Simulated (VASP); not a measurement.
An input for Quantum ESPRESSO's pw.x (written as the equivalent of a VASP run, and not itself run):

```
&CONTROL
  calculation = 'scf'
  pseudo_dir = './pseudo'
  outdir = './out'
  tprnfor = .true.
  tstress = .true.
/
&SYSTEM
  ibrav = 0
  nat = 2
  ntyp = 2
  ecutwfc = 88
  occupations = 'smearing'
  smearing = 'fermi-dirac'
  degauss = 0.003675
  input_dft = 'pbe'
/
&ELECTRONS
  conv_thr = 7.3e-08
  electron_maxstep = 100
/
ATOMIC_SPECIES
  Na 22.990 Na.upf
  F 18.998 F.upf
CELL_PARAMETERS angstrom
     0.0000000    2.2897810    2.2897810
     2.2897810    0.0000000    2.2897810
     2.2897810    2.2897810    0.0000000
ATOMIC_POSITIONS crystal
  Na   0.0000000  0.0000000  0.0000000
  F    0.5000000  0.5000000  0.5000000
K_POINTS automatic
  8 8 8 0 0 0
```

Problem. Write the VASP files for the same calculation (PBE).

Solution. Several could match; the one computed here: 
### INCAR
```
# general
SYSTEM = NaF
PREC   = Accurate
ENCUT  = 400
LREAL  = .FALSE.
LASPH  = .TRUE.

# electronic loop
EDIFF  = 1E-6
NELM   = 100
ALGO   = Normal

# smearing
ISMEAR = -1
SIGMA  = 0.05

# functional
GGA    = PE

# ions
ISIF   = 2

# output
LWAVE  = .FALSE.
LCHARG = .FALSE.
```

**KPOINTS**
```
Automatic mesh
0
Gamma
8 8 8
0 0 0
```

### POSCAR
```
NaF
1
    0.0000000000     2.2897810000     2.2897810000
    2.2897810000     0.0000000000     2.2897810000
    2.2897810000     2.2897810000     0.0000000000
Na F
1 1
Direct
  0.0000000000   0.0000000000   0.0000000000
  0.5000000000   0.5000000000   0.5000000000
```

POTCAR, in this order: Na_pv F (PBE.64 set). Program: vasp_std.

Limits of the translation: the potentials are each code's own (VASP's PAW set, PseudoDojo norm-conserving files in pw.x), so ENCUT and ecutwfc are chosen apart and not converted; conv_thr bounds pw.x's estimated SCF error, while EDIFF bounds the energy change between steps.

The structure comes from a computed database's NaF entry; how it stands against other phases isn't given here. The cell was not relaxed at this level.
